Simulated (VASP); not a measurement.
# Cs2Sb6Pd (Fm-3m) in VASP: further runs, part 2 of 2

VASP 6.6.1. The steps go on from the part before.

## 5. Single point, PBEsol+U

Input file INCAR:

```
SYSTEM = Cs2Sb6Pd
  ALGO = Normal
  EDIFF = 1E-7
  ENCUT = 520
  GGA = PS
  ISIF = 2
  ISMEAR = -1
  LASPH = .TRUE.
  LCHARG = .FALSE.
  LDAU = .TRUE.
  LDAUJ = 0 0 0
  LDAUL = 2 -1 -1
  LDAUPRINT = 1
  LDAUTYPE = 2
  LDAUU = 1 0 0
  LMAXMIX = 4
  LREAL = .FALSE.
  LWAVE = .FALSE.
  NBANDS = 39
  NELM = 150
  PREC = Accurate
  SIGMA = 0.1
```

Input file KPOINTS:

```
k-points
0
G
  3 3 3
  0 0 0
```

Input file POSCAR:

```
Cs2Sb6Pd
1.0
    0.0000000000      5.0867000000      5.0867000000
    5.0867000000      0.0000000000      5.0867000000
    5.0867000000      5.0867000000      0.0000000000
Pd Cs Sb
1 2 6
Direct
    0.0000000000      0.0000000000      0.0000000000
    0.2500000000      0.2500000000      0.2500000000
    0.7500000000      0.7500000000      0.7500000000
    0.7600000000      0.2400000000      0.2400000000
    0.2400000000      0.7600000000      0.2400000000
    0.2400000000      0.7600000000      0.7600000000
    0.7600000000      0.2400000000      0.7600000000
    0.2400000000      0.2400000000      0.7600000000
    0.7600000000      0.7600000000      0.2400000000
```

Potentials or basis: VASP PAW PBE potentials, release 64 (Pd, Cs_sv, Sb).

The run is started by

```
$ cat potpaw_PBE.64/Pd/POTCAR potpaw_PBE.64/Cs_sv/POTCAR potpaw_PBE.64/Sb/POTCAR > POTCAR
$ mpirun -np 1 vasp_std > vasp.out
```

OUTCAR:

```text
SYSTEM = Cs2Sb6Pd
   EDIFF = 1E-7
   ENCUT = 520
   GGA = PS
   ISIF = 2
   ISMEAR = -1
   LASPH = .TRUE.
   LREAL = .FALSE.
   NELM = 150
   PREC = Accurate

 ion  position               nearest neighbor table
   1  0.000  0.000  0.000-   4 2.44   5 2.44   6 2.44   7 2.44   8 2.44   9 2.44
   2  0.250  0.250  0.250-
   3  0.750  0.750  0.750-
   4  0.760  0.240  0.240-   1 2.44   5 3.45   7 3.45   8 3.45   9 3.45   7 3.74   9 3.74   5 3.74
                             8 3.74
   5  0.240  0.760  0.240-   1 2.44   4 3.45   6 3.45   8 3.45   9 3.45   6 3.74   9 3.74   4 3.74
                             8 3.74
   6  0.240  0.760  0.760-   1 2.44   5 3.45   7 3.45   8 3.45   9 3.45   7 3.74   9 3.74   5 3.74
                             8 3.74
   7  0.760  0.240  0.760-   1 2.44   4 3.45   6 3.45   8 3.45   9 3.45   9 3.74   4 3.74   6 3.74
                             8 3.74
   8  0.240  0.240  0.760-   1 2.44   4 3.45   5 3.45   6 3.45   7 3.45   4 3.74   6 3.74   5 3.74
                             7 3.74
   9  0.760  0.760  0.240-   1 2.44   4 3.45   5 3.45   6 3.45   7 3.45   7 3.74   4 3.74   6 3.74
                             5 3.74

  LATTYP: Found a face centered cubic cell.
 ALAT       =    10.1734000000

  Lattice vectors:

 A1 = (   0.0000000000,   5.0867000000,   5.0867000000)
 A2 = (   5.0867000000,   0.0000000000,   5.0867000000)
 A3 = (   5.0867000000,   5.0867000000,   0.0000000000)

Analysis of symmetry for initial positions (statically):
=====================================================================
 Subroutine PRICEL returns:
 Original cell was already a primitive cell.

 Routine SETGRP: Setting up the symmetry group for a
 face centered cubic supercell.

 Subroutine GETGRP returns: Found 48 space group operations
 (whereof 48 operations were pure point group operations)
 out of a pool of 48 trial point group operations.

The static configuration has the point symmetry O_h .
[... 177 lines left out ...]
  o =  0.9338  v =  0.0000  0.0000  0.0000  0.0000  0.0000  1.0000  0.0000  0.0000  0.0000  0.0000      0.0000  0.0000  0.0000  0.0000  0.0000  0.0000  0.0000  0.0000  0.0000  0.0000
  o =  0.9338  v =  0.0000  0.0000  0.0000  0.0000  0.0000  0.0000  0.8836 -0.0000 -0.4682  0.0000      0.0000  0.0000  0.0000  0.0000  0.0000  0.0000  0.0000  0.0000  0.0000  0.0000
  o =  0.9338  v =  0.0000  0.8836 -0.0000 -0.4682  0.0000  0.0000  0.0000  0.0000  0.0000  0.0000      0.0000  0.0000  0.0000  0.0000  0.0000  0.0000  0.0000  0.0000  0.0000  0.0000

 number of electron      58.0000001 magnetization

 Free energy of the ion-electron system (eV)
  ---------------------------------------------------
  ext. energy  EPLUGINS =         0.00000000
  ---------------------------------------------------
  free energy    TOTEN  =       -32.78850571 eV

  energy without entropy =      -32.58739526  energy(sigma->0) =      -32.68795048

 E-fermi :   6.1763     XC(G=0):  -9.9365

 val. band max:        6.0619373853   @ k =  -0.3333   0.3333   0.0000
 cond. band min:       6.2578925472   @ k =   0.3333   0.3333   0.0000
 fundamental gap:      0.1959551620
 Fermi energy:         6.1763160873

 k-point     1 :       0.0000    0.0000    0.0000
  band No.  band energies     occupation
      1     -15.1438      2.00000
      2     -15.1015      2.00000
      3      -5.2830      2.00000
      4      -3.0172      2.00000
      5      -3.0172      2.00000
      6      -3.0172      2.00000
[... 157 lines left out ...]
     38      10.5381      0.00000
     39      10.9381      0.00000

------------------------ aborting loop because EDIFF is reached ----------------------------------------

  FORCE on cell =-STRESS in cart. coord.  units (eV):
  Direction    XX          YY          ZZ          XY          YZ          ZX
  --------------------------------------------------------------------------------------
  -------------------------------------------------------------------------------------
  Total       12.9539015     12.9539015     12.9539015     -0.0000000     -0.0000000      0.0000000
  in kB       78.8447542     78.8447542     78.8447542     -0.0000000     -0.0000000      0.0000000
  external PRESSURE =      78.8447542 kB  Pullay stress =       0.0000000 kB

 VOLUME and BASIS-vectors are now :
 -----------------------------------------------------------------------------
  energy-cutoff  :      520.00
  volume of cell :      263.23
      direct lattice vectors                 reciprocal lattice vectors
     0.000000000  5.086700000  5.086700000    -0.098295555  0.098295555  0.098295555
     5.086700000  0.000000000  5.086700000     0.098295555 -0.098295555  0.098295555
     5.086700000  5.086700000  0.000000000     0.098295555  0.098295555 -0.098295555

 POSITION                                       TOTAL-FORCE (eV/Angst)
 -----------------------------------------------------------------------------------
      0.00000      0.00000      0.00000         0.000000     -0.000000      0.000000
      2.54335      2.54335      2.54335         0.000000      0.000000     -0.000000
      7.63005      7.63005      7.63005         0.000000     -0.000000      0.000000
      2.44162      5.08670      5.08670         2.537353     -0.000000      0.000000
      5.08670      2.44162      5.08670         0.000000      2.537353      0.000000
      7.73178      5.08670      5.08670        -2.537353     -0.000000      0.000000
      5.08670      7.73178      5.08670         0.000000     -2.537353      0.000000
      5.08670      5.08670      2.44162         0.000000     -0.000000      2.537353
      5.08670      5.08670      7.73178         0.000000     -0.000000     -2.537353
 -----------------------------------------------------------------------------------
    total drift:                                0.000000      0.000000     -0.000000

  FREE ENERGIE OF THE ION-ELECTRON SYSTEM (eV)
  ---------------------------------------------------
  free  energy   TOTEN  =       -32.7885057065 eV

  energy  without entropy=      -32.5873952588  energy(sigma->0) =      -32.68795048
```

OSZICAR:

```text
N       E                     dE             d eps       ncg     rms          rms(c)
DAV:   1     0.374144061395E+03    0.37414E+03   -0.21375E+04   312   0.123E+03
DAV:   2     0.262719372667E+01   -0.37152E+03   -0.35943E+03   356   0.226E+02
DAV:   3    -0.324345704295E+02   -0.35062E+02   -0.34323E+02   378   0.736E+01
DAV:   4    -0.332088064872E+02   -0.77424E+00   -0.77079E+00   361   0.120E+01
DAV:   5    -0.332190810524E+02   -0.10275E-01   -0.10274E-01   371   0.153E+00    0.150E+01
DAV:   6    -0.329211333911E+02    0.29795E+00   -0.10937E+00   362   0.730E+00    0.799E+00
DAV:   7    -0.328317580318E+02    0.89375E-01   -0.52132E-01   335   0.580E+00    0.320E+00
DAV:   8    -0.327886396596E+02    0.43118E-01   -0.10889E-01   333   0.253E+00    0.291E-01
DAV:   9    -0.327888906347E+02   -0.25098E-03   -0.28750E-02   354   0.837E-01    0.267E-01
DAV:  10    -0.327885007095E+02    0.38993E-03   -0.61579E-03   348   0.536E-01    0.522E-02
DAV:  11    -0.327885050681E+02   -0.43586E-05   -0.20056E-04   384   0.741E-02    0.350E-02
DAV:  12    -0.327885042286E+02    0.83958E-06   -0.35153E-05   369   0.361E-02    0.572E-03
DAV:  13    -0.327885057595E+02   -0.15309E-05   -0.74407E-06   362   0.120E-02    0.424E-03
DAV:  14    -0.327885057065E+02    0.52930E-07   -0.56986E-07   416   0.365E-03
   1 F= -.32788506E+02 E0= -.32687950E+02  d E =-.201110E+00
```

stdout:

```text
POSCAR found type information on POSCAR PdCsSb
 POSCAR found :  3 types and       9 ions
 scaLAPACK will be used
 -----------------------------------------------------------------------------
|                                                                             |
|                                                                             |
|     You enforced a specific xc type in the INCAR file but a different       |
|     I HOPE YOU KNOW WHAT YOU ARE DOING!                                     |
|                                                                             |
 -----------------------------------------------------------------------------

 LDA part: xc-table for (Slater+PW92), standard interpolation
 POSCAR, INCAR and KPOINTS ok, starting setup
 FFT: planning ... GRIDC
 FFT: planning ... GRID_SOFT
 FFT: planning ... GRID
 WAVECAR not read
 entering main loop
```

Run time: 62 s. Hardware: 1 thread of Intel Xeon 6975P-C (Granite Rapids), shared host; peak memory 0.39 GiB.

Results:

```yaml
Free_energy: -32.7885 eV
Pressure: 7.9 GPa
Largest_force: 2.537 eV/Å
Band_gap_on_the_k_mesh: none (metal or under the smearing width)
```

Forces in eV/Å, atoms in the order of the input:
```
Pd   0.000  0.000  0.000
Cs   0.000  0.000  0.000
Cs   0.000  0.000  0.000
Sb   2.537  0.000  0.000
Sb   0.000  2.537  0.000
Sb  -2.537  0.000  0.000
Sb   0.000 -2.537  0.000
Sb   0.000  0.000  2.537
Sb   0.000  0.000 -2.537
```

Eigenvalues of the final occupation matrices:
| site | spin | trace | eigenvalues |
| --- | --- | --- | --- |
| site 1 d | 1 | 4.52 | 0.86 0.86 0.93 0.93 0.93 |
| site 1 d | 2 | 4.52 | 0.86 0.86 0.93 0.93 0.93 |

Caveat: the PAW data sets were made with another functional, which shifts forces and pressure a little; U without spin polarisation on a metal has little footing; the U is typed as a test and isn't derived for this compound. Spin-orbit coupling is left out, which matters for the levels of Cs, Sb.
